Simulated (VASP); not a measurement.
```yaml
crystal:
  lattice:
    - [0.00000, 2.72853, 2.72853]
    - [2.72853, 0.00000, 2.72853]
    - [2.72853, 2.72853, 0.00000]
  atoms:
    - { symbol: Ca, position: [0.00000, 0.00000, 0.00000] }
```

Method: PBEsol GGA, VASP's PBE PAW potentials (set 64) (plane waves; VASP). Numerical set-up: 480 eV cut-off, 10×10×10 Γ-centred mesh, first-order Methfessel-Paxton smearing of 0.10 eV, potentials Ca_sv.

Question: Predict the energy per atom (σ→0), band gap (on the k-mesh) with the smallest direct gap where there is one.

Answer: 
```
Quantity                                                    Result
------------------------  ----------------------------------------
band gap (on the k-mesh)  none (metal, semimetal or under 0.01 eV)
energy per atom (σ→0)                               -2.134 eV/atom
```

Total energies compare only between runs with the same potentials, cut-off and functional.

The compound is Ca in the fcc structure. It was relaxed first, which changed the volume by -6 %.
